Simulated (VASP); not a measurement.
```
CELL_PARAMETERS angstrom
      0.00000     2.94711     2.94711
      2.94711     0.00000     2.94711
      2.94711     2.94711     0.00000
ATOMIC_POSITIONS crystal
  Al 0.25000 0.25000 0.25000
  Al 0.75000 0.75000 0.75000
  Pt 0.00000 0.00000 0.00000
```

The numbers are results of rev-vdW-DF2, VASP's PBE PAW potentials (set 64) (plane waves; VASP), not measurements. Run with 520 eV cut-off, 8×8×8 Γ-centred mesh, first-order Methfessel-Paxton smearing of 0.10 eV, potentials Al Pt.

The ions, cell shape and volume are relaxed. Which structure does the run end with?

```
CELL_PARAMETERS angstrom
      0.00000     2.96176     2.96176
      2.96176     0.00000     2.96176
      2.96176     2.96176     0.00000
ATOMIC_POSITIONS crystal
  Al 0.25000 0.25000 0.25000
  Al 0.75000 0.75000 0.75000
  Pt 0.00000 0.00000 0.00000
```
Space group Fm-3m (225), at a tolerance of 0.03 Å.

How do energy and volume change from the first to the last step?

The energy (σ→0) changes by -1.6 meV/atom and the volume by +1.5 %, in 3 ionic steps.

The compound is PtAl2 in the fluorite structure. This run relaxes it. Symmetry was kept, so distortions that lower it aren't found.
